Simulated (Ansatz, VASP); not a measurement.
**TlIn4 in VASP and in Ansatz**

Contents of INCAR:

```
ALGO = Normal
EDIFF = 1E-6
ENCUT = 520
GGA = PE
ISIF = 2
ISMEAR = 0
LASPH = True
LCHARG = True
LELF = True
LREAL = False
LVHAR = True
LWAVE = False
NBANDS = 40
NELM = 100
PREC = Accurate
SIGMA = 0.1
```

The input KPOINTS:

```
k-points
0
Gamma
  4 4 4
```

File POSCAR:

```
TlIn4
1.0
   -3.1744578800      3.1744578800      3.1744578800
    3.1744578800     -3.1744578800      3.1744578800
    3.1744578800      3.1744578800     -3.1744578800
Tl In
1 4
Direct
    0.0000000000      0.0000000000      0.0000000000
    0.5000000000      0.5000000000      0.5000000000
    0.5000000000      0.0000000000      0.0000000000
    0.0000000000      0.0000000000      0.5000000000
    0.0000000000      0.5000000000      0.0000000000
```

Input for Ansatz:

```yaml
crystal:
  lattice:
    - [-3.17445788, 3.17445788, 3.17445788]
    - [3.17445788, -3.17445788, 3.17445788]
    - [3.17445788, 3.17445788, -3.17445788]
  atoms:
    - { symbol: Tl, position: [0.0, 0.0, 0.0] }
    - { symbol: In, position: [0.5, 0.5, 0.5] }
    - { symbol: In, position: [0.5, 0.0, 0.0] }
    - { symbol: In, position: [0.0, 0.0, 0.5] }
    - { symbol: In, position: [0.0, 0.5, 0.0] }
basis:
  ecutwfc: 420
kpoints:
  mp_grid: { grid: [4, 4, 4] }
hamiltonian:
  xc: pbe
scf:
  occupations: { method: gaussian, width: 0.1 }
  lower_state_search: "off"
output:
  forces: true
  stress: true
  eigenvalues: true
```

Change from the starting cell: species swapped into the Hg4Pt type (Im-3m, No. 229).

Alike in both runs: task single point; functional PBE; k mesh 4 × 4 × 4; occupations gaussian, width 0.1 eV; no spin polarisation.

```csv
,VASP,Ansatz
version,VASP 6.6.1,Ansatz 0.2.0
potentials or method,"VASP PAW PBE potentials, release 64 (Tl_d, In_d)","scalar-relativistic, plane waves, PAW"
plane-wave cutoff (eV),520,420
valence electrons in the cell,65,65
```

|  | VASP | Ansatz | Ansatz less VASP |
| --- | --- | --- | --- |
| gap on the k mesh at the Fermi level (eV) | none | none | - |
| pressure (GPa) | 16.1 | 16.1 | 0.00 |

A gap of «none» marks a metal or a gap that the smearing closes. The functional is the same, so the differences come from potentials, cutoffs and numerics.

Caveats: so large a pressure means that the cell lies far from this level's equilibrium, or that cutoff or potentials fall short (VASP). The runs have no spin-orbit coupling, so splittings on Tl are missing.
